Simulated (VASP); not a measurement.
Write the native input for VASP 6.6.1 that does the following.

| Item | Value |
| --- | --- |
| Task | single point |
| Functional | PBE |
| Potentials or basis | VASP PAW PBE potentials, release 64 (La_GW, Ti_sv_GW, Mg_GW) |
| Cutoff | 550 eV |
| k mesh | 5 × 5 × 5 |
| Occupations | gaussian, width 0.1 eV |
| Spin | no spin polarisation |
| Further INCAR settings | ALGO = Normal; EDIFF = 1e-06; NBANDS = 28 |

The structure of LaMg6Ti lies in POSCAR:

```
LaMg6Ti
5.169
    0.999997291546      0.000000000000      0.000000000000
    0.000000000000      0.641215031921      1.107079125556
    0.000000000000     -0.641215031921      1.107079125556
La Ti Mg
1 1 6
Direct
    0.5000000000      0.6699130000      0.6699130000
    0.0000000000      0.8375110000      0.8375110000
    0.5000000000      0.1639510000      0.1639510000
    0.5000000000      0.6780040000      0.1550380000
    0.5000000000      0.1550380000      0.6780040000
    0.0000000000      0.3344740000      0.3344740000
    0.0000000000      0.8387930000      0.3223170000
    0.0000000000      0.3223170000      0.8387930000
```

The cell comes from a database or a generator and needn't be the stable form of this composition.

The input as run:

INCAR

```
SYSTEM = LaMg6Ti
PREC = Accurate
ENCUT = 550
EDIFF = 1E-6
ISMEAR = 0
SIGMA = 0.1
LREAL = .False.
LASPH = .True.
NELM = 80
ALGO = Normal
ISIF = 2
LWAVE = .False.
LCHARG = .True.
GGA = PE
LELF = .True.
LVHAR = .True.
NBANDS = 28
```

KPOINTS

```
Automatic mesh
0
Gamma
  5 5 5
  0 0 0
```

Potentials or basis: VASP PAW PBE potentials, release 64 (La_GW, Ti_sv_GW, Mg_GW).

The run is started by

```console
$ cat potpaw_PBE.64/La_GW/POTCAR potpaw_PBE.64/Ti_sv_GW/POTCAR potpaw_PBE.64/Mg_GW/POTCAR > POTCAR
$ mpirun -np 1 vasp_std > vasp.out
```

Results of the run:

| Property | Result |
| --- | --- |
| Pressure | -0.6 GPa |
| Largest force | 0.221 eV/Å |
| Band gap on the k mesh | none (metal or under the smearing width) |

Run time: 8.4 min on 1 thread of AMD EPYC 7R13 Processor (Zen 3), with other jobs on the host, peak memory 0.46 GiB.
